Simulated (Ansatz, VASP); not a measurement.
**TiPdSe4 in VASP and in Ansatz**

```
CELL_PARAMETERS angstrom
3.66194 0.00000 0.00000
-1.83097 3.17134 0.00000
0.00000 0.00000 11.42907
ATOMIC_POSITIONS crystal
Ti 0.00000 0.00000 0.00000
Pd 0.00000 0.00000 0.50000
Se 0.66667 0.33333 0.38106
Se 0.33333 0.66667 0.61894
Se 0.66667 0.33333 0.86790
Se 0.33333 0.66667 0.13210
```

Alike in both runs: functional PBE; k mesh 4 × 4 × 1; occupations gaussian, width 0.15 eV; collinear spin.

Ansatz relaxed the structure, and its values are those at the end. VASP's run is a single point on that final structure, the one shown.

|  | VASP | Ansatz |
| --- | --- | --- |
| version | VASP 6.6.1 | Ansatz 0.2.0 |
| potentials or method | VASP PAW PBE potentials, release 64 (Ti_sv, Pd, Se) | scalar-relativistic, plane waves, PAW |
| plane-wave cutoff (eV) | 520 | 420 |
| valence electrons in the cell | 46 | 94 |

VASP gave:

* gap on the k mesh at the Fermi level (eV): none
* pressure (GPa): -0.1
* rms of the force components (eV/Å): 0.022
* net moment per atom (μB): 0.00

Question: Which values does Ansatz return?

Answer: gap on the k mesh at the Fermi level (eV): none; pressure (GPa): -0.1; rms of the force components (eV/Å): 0.026; net moment per atom (μB): 0.00.

A gap of «none» marks a metal or a gap that the smearing closes. The two sets of potentials don't hold the same shells in valence. Ansatz warned: «seeded_moment_not_kept».

Caveats: the k mesh is coarse (spacing up to 0.55 Å⁻¹), so the values aren't converged.
